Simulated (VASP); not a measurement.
# Pressure and energy of NiGe (Pnma) under even scaling of the cell, RPBE

For small strains a solid is usually treated as a Hookean spring: pressure linear in the volume change, energy parabolic. We test this on NiGe, a contact metal for germanium, with a compression experiment in mind.

A sample in a fluid medium is loaded through a piston with a face of 1 mm². We want the largest volume reduction, and at least 2%, with a load below 8 kN and a stored elastic energy below 200 J/cm³. These limits are our own choice.

The calculation gives the pressure from the stress tensor and the energy per atom above the lowest row. Volume changes are counted from the minimum of the fitted energy curve, so in the experiment they correspond to changes from the sample's own volume at zero pressure.

## How the numbers were made

A cell from a diffraction database, relaxed at this level and then scaled evenly, fractional positions kept. VASP 6.6.1, plane waves with PAW, RPBE, cutoff 410 eV, k mesh 4×7×4, collinear spin, no spin-orbit coupling, static lattice. A Birch-Murnaghan fit to the energies has its minimum at 14.09 Å³ per atom.

Notes on method and selection:

- The pressure is that of a finite plane-wave basis, so it need not vanish exactly at the minimum of the energy.
- Only series whose fit has its minimum inside the range and an error under 0.5 meV per atom are shown.
- Where rows or columns differ in functional or spin-orbit coupling, non-spherical gradient terms in the PAW spheres (LASPH) may be on in some and off in others.
- Runs that did not converge, have known faults or may not be shown are not listed, and runs on Ansatz's PAW sets soft_1 and soft_2 are kept to separate tables.

Columns:

- volume change (%): volume relative to the fitted equilibrium volume.
- pressure (GPa): pressure from the stress tensor (positive: compressed).
- energy (meV/atom): energy per atom above the lowest point of the series.

## The series

| member | volume change (%) | pressure (GPa) | energy (meV/atom) |
| --- | --- | --- | --- |
| 13.19 Å³ | −6.37 | 9.50 | 26.4 |
| 13.47 Å³ | −4.37 | 5.94 | 11.9 |
| 13.75 Å³ | −2.38 | 2.78 | 3.3 |
| 14.04 Å³ | −0.39 | −0.03 | 0.0 |
| 14.32 Å³ | 1.60 | −2.53 | 1.3 |
| 14.60 Å³ | 3.59 | −4.77 | 6.8 |
| 14.88 Å³ | 5.59 | −6.74 | 16.1 |

Least-squares fits to the whole series, with x = volume change (%); R² and errors in the fitted variable (y, or ln y where the fit is in ln y):

| y | members | fit | R² | rms residual | leave-one-out rms | the same for the mean of the others |
| --- | --- | --- | --- | --- | --- | --- |
| pressure (GPa) | 7 | y = −0.5549 − 1.322 x + 0.03945 x² | 1.00 | 0.030 | 0.079 | 6.3 |
| energy (meV/atom) | 7 | y = −0.2593 − 0.3085 x + 0.5952 x² | 1.00 | 0.49 | 1.3 | 10 |

## Interpretation

The pressure falls from 9.50 GPa at −6.37% to −6.74 GPa at 5.59%, and it falls more slowly at every step. The first step has a slope of (5.94 − 9.50) / (−4.37 + 6.37) = −1.78 GPa per percent, the last (−6.74 + 4.77) / (5.59 − 3.59) = −0.99 GPa per percent. The fitted slope at zero volume change corresponds to a bulk modulus of 100 × 1.322 = 132 GPa.

A straight line with that slope and the fitted intercept misses the three middle rows by at most 0.2 GPa. At the strongest compression it gives −0.55 + 1.322 × 6.37 = 7.87 GPa, which is 1.63 GPa too low. Hooke's rule therefore serves within about 2% and fails visibly at the ends.

The energy shows the same asymmetry. Divided by the square of the volume change, it is 26.4 / 6.37² = 0.65 meV per atom at the compressed end and 16.1 / 5.59² = 0.52 at the expanded end. The general reason is that the repulsion between overlapping electron shells and the kinetic energy of the electrons rise faster on compression than the bonding energy can offset. Magnetism plays no part, since the moments vanish at every volume.

Pressure and energy slope differ by a similar amount across the series. Around 14.04 Å³ the energies give −ΔE/ΔV = (3.3 − 1.3) / (14.32 − 13.75) × 0.1602 = 0.56 GPa, with 1 meV/Å³ = 0.1602 GPa, whereas the stress tensor gives −0.03 GPa. Around 13.47 Å³ the energies give (26.4 − 3.3) / (13.75 − 13.19) × 0.1602 = 6.61 GPa against 5.94 GPa, a gap of similar size. This is the Pulay stress of the finite plane-wave basis. It makes the stress-tensor pressure too low by about half a GPa, and it explains why the cell relaxed to zero stress lies 0.39% below the energy minimum.

## Exceptions

Largest departures from the fit to the whole series:

| member | pressure (GPa) | fit | computed − fit | in rms residuals |
| --- | --- | --- | --- | --- |
| 14.32 Å³ | −2.53 | −2.57 | +0.04 | 1.3 |
| 13.47 Å³ | 5.94 | 5.98 | −0.04 | 1.2 |
| 13.75 Å³ | 2.78 | 2.81 | −0.03 | 1.2 |
| 13.19 Å³ | 9.50 | 9.47 | +0.03 | 1.1 |

All seven pressures follow one smooth curve. The largest departure from the quadratic fit is 0.04 GPa, far below the steps of 2 to 4 GPa between neighbouring rows.

The parabola for the energy is less exact, with an rms residual of 0.49 meV per atom. Its misses follow the pattern of a missing cubic term, as expected when compression costs more than expansion, so they do not cast doubt on single rows.

The end rows carry a small bias of another kind. Their fractional positions were kept, and the forces on the atoms grow away from the relaxed volume, so their energies lie somewhat above those of relaxed positions. The smoothness is also partly a matter of selection, because series with a poor energy fit are not shown.

## Meeting the brief

The three expanded rows have negative pressure and cannot be reached with a piston. The row at 14.04 Å³ is compressed by only 0.39%, short of the required 2%. Three candidates remain.

The load is $F = (P + 0.55)A$, with $P$ in GPa, $A$ = 1 mm² and 1 GPa × 1 mm² = 1 kN. The added 0.55 GPa removes the basis-set offset, taken from the pressure fit at zero volume change. The stored energy density is $u = 160.2\,E/V$ in J/cm³, with $E$ in meV per atom and $V$ in Å³ per atom.

- 13.75 Å³: load 2.78 + 0.55 = 3.33 kN; energy 160.2 × 3.3 / 13.75 = 38 J/cm³. It passes.
- 13.47 Å³: load 5.94 + 0.55 = 6.49 kN; energy 160.2 × 11.9 / 13.47 = 142 J/cm³. It passes as calculated.
- 13.19 Å³: load 9.50 + 0.55 = 10.05 kN; energy 160.2 × 26.4 / 13.19 = 321 J/cm³. It fails both limits, and it would fail the load limit without the correction too.

These loads belong to the calculated solid, and a real sample is probably stiffer. The diffraction cell we started from is smaller than the fitted equilibrium volume, smaller even than the 13.47 Å³ row, and the series shows that a denser cell resists more. The 13.47 Å³ row can bear a load at most 8 / 6.49 = 1.23 times the calculated one. That is too little: if the same 4.37% is counted from the diffraction cell, the fitted energy curve gives a load above 8 kN. The curve has to be extended beyond the calculated rows for this, so it serves as a warning and not as a precise load.

On the calculated numbers alone, the row at 13.47 Å³ would win with a volume reduction of 4.37%. For the experiment we pick 13.75 Å³, with a reduction of 2.38% at about half the load, because it leaves ample room for a stiffer sample. A reduction between these two rows may also meet the limits, but how far one can go depends on the stiffness of the real material.

The pick would be overturned if the real material needed more than 8 / 3.33 = 2.4 times the calculated load, or if the press could give little more than 3.33 kN. The shape of the cell should also differ a little from the calculated one, but we can't say which axis shortens least. Under even scaling the stress of the compressed rows is largest along a, yet at the relaxed cell a denser k mesh with a different smearing shifts the stresses along the axes against each other by more than that difference.

## Closing remarks

Between −6.37% and 5.59% the quadratic fit estimates a left-out pressure to 0.079 GPa, against 6.3 GPa for the mean of the others.

No omitted effect that we know of exceeds the full pressure span of 9.50 + 6.74 = 16.24 GPa, but two can rival a step between rows when absolute volumes are compared. RPBE usually gives equilibrium volumes a few percent too large, which makes the pressure at a given volume too high by several GPa. Lattice vibrations, absent here, would add roughly 1 to 2 GPa at room temperature. Counting volume changes from each material's own zero-pressure volume takes out most of this shift in pressure, but not the difference in stiffness. A sample denser than the calculated solid needs a higher load for the same percentage, which is why the 4.37% reduction is not safe under a limit of 8 kN.
